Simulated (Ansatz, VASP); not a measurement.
One calculation of ScPt, two programs

```xyz
2
Lattice="3.2290 0.0000 0.0000 0.0000 3.2290 0.0000 0.0000 0.0000 3.2290" Properties=species:S:1:pos:R:3 pbc="T T T"
Sc    1.6145    1.6145    1.6145
Pt    0.0000    0.0000    0.0000
```

Alike in both runs: functional LDA; k mesh 14 × 14 × 14; occupations gaussian, width 0.1 eV; no spin polarisation.

Ansatz relaxed the structure, and its values are those at the end. VASP's run is a single point on that final structure, the one shown.

```csv
,VASP,Ansatz
version,VASP 6.6.1,Ansatz 0.2.0
potentials or method,"VASP PAW LDA potentials, release 64 (Sc_sv, Pt)","scalar-relativistic, plane waves, PAW"
plane-wave cutoff (eV),520,420
valence electrons in the cell,21,29
```

Ansatz gave:

| Quantity | Value |
| --- | --- |
| gap on the k mesh at the Fermi level (eV) | none |
| pressure (GPa) | 0.0 |

Question: What did VASP give for the same quantities?

Answer: gap on the k mesh at the Fermi level (eV): none; pressure (GPa): 0.8.

A gap of «none» marks a metal or a gap that the smearing closes. The two sets of potentials don't hold the same shells in valence.

The runs have no spin-orbit coupling, so splittings on Pt are missing.
